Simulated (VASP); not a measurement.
LiF (Fm-3m): energy against volume by PBE and RPA

```
Li F
1.0
     0.00000    2.00500    2.00500
     2.00500    0.00000    2.00500
     2.00500    2.00500    0.00000
Li F
1 1
Direct
  0.00000 0.00000 0.00000
  0.50000 0.50000 0.50000
```

RPA total energy on PBE orbitals (quartic-scaling ACFDT), PAW potentials of the _GW family (VASP); 4×4×4 mesh, wave cutoff 634 eV (731.5 eV for the PBE and exact-exchange energies), correlation extrapolated to infinite response cutoff from cutoffs up to 422.7 eV, 604 bands in all, long-wavelength term: neglected, exchange with the bare kernel with the probe-charge correction. The band count is that of the given cell and grows with the volume.

A Birch-Murnaghan fit gives PBE: V0 = 8.42 Å³ an atom (lattice constants +1.5 % against the given cell), B0 = 68 GPa.

Question: What does RPA on these orbitals give?

Answer: RPA: V0 = 8.10 Å³ an atom (lattice constants +0.2 % against the given cell), B0 = 77 GPa. The RPA points scatter about the fit by some 1 meV, so its minimum and above all its modulus are rough. The points for the whole cell, counted from the given cell:

```csv
V/V_given,V (Å³),PBE (meV),Hartree-Fock expression on these orbitals (meV),RPA (meV)
0.92,14.83,55,15,29
0.96,15.48,20,0,9
1.00,16.12,0,0,0
1.04,16.77,-7,12,6
1.08,17.41,-3,33,21
```

The mesh is coarse, so these are values at the stated settings, not converged ones.
